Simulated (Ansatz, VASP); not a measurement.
# Be3SnN in VASP and in Ansatz

```xyz
5
Lattice="4.4838 0.0000 0.0000 0.0000 4.4838 0.0000 0.0000 0.0000 4.4838" Properties=species:S:1:pos:R:3 pbc="T T T"
Be    0.0000    2.2419    2.2419
Be    2.2419    0.0000    2.2419
Be    2.2419    2.2419    0.0000
Sn    2.2419    2.2419    2.2419
N     0.0000    0.0000    0.0000
```

The cell comes from a database or a generator and needn't be the stable form of this composition.

Alike in both runs: task relaxation of cell and atoms; functional PBE; k mesh 8 × 8 × 8; occupations gaussian, width 0.1 eV; no spin polarisation.

```csv
,VASP,Ansatz
version,VASP 6.6.1,Ansatz 0.2.0
potentials or method,"VASP PAW PBE potentials, release 64 (Be, Sn_d, N)","scalar-relativistic, plane waves, PAW"
plane-wave cutoff (eV),600,420
valence electrons in the cell,25,25
```

|  | VASP | Ansatz | Ansatz less VASP |
| --- | --- | --- | --- |
| gap on the k mesh at the Fermi level, each at its own relaxed structure (eV) | none | none | - |
| relaxed volume (Å³/atom) | 18.01 | 18.03 | +0.022 |
| relaxed cell length with the largest relative difference (Å) | 4.482 | 4.484 | +0.0019 |

A gap of «none» marks a metal or a gap that the smearing closes.
